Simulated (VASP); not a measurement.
Runs of VASP 6.6.1 on KBr. Symmetry: Fm-3m, No. 225, cubic system. Conventional cell: a = 6.561 Å, b = 6.561 Å, c = 6.561 Å, α = 90.00°, β = 90.00°, γ = 90.00°. Around K (site symmetry m-3m) lie 6 Br at 3.28 Å. Around Br (site symmetry m-3m) lie 6 K at 3.28 Å. The cell was built by a generator and needn't be a form met in nature.

```tsv
task	level	cell	cutoff (eV)	gap on the mesh (eV)	pressure (GPa)	relaxed volume (Å³/atom)
single point	PBE+D3(BJ)	Fm-3m, 35.3 Å³/atom	520	(b)	0.1	-
relaxation of cell and atoms	PBE	relaxed	600	4.30	0.0	37.80
single point	PBE	Fm-3m, 37.67 Å³/atom	520	4.31	0.0	-
relaxation of cell and atoms	PBE+D3(BJ)	relaxed	600	4.47	0.0	(a)
```

Alike in all rows: potentials or basis VASP PAW PBE potentials, release 64 (K_sv, Br); no spin polarisation; k mesh 5 × 5 × 5; smearing fermi-dirac 0.1 eV.

Task: Fill in the values left out.

Result: (a) 35.51; (b) 4.48.

A k mesh can miss the band edges, and the runs leave out spin-orbit coupling on Br.
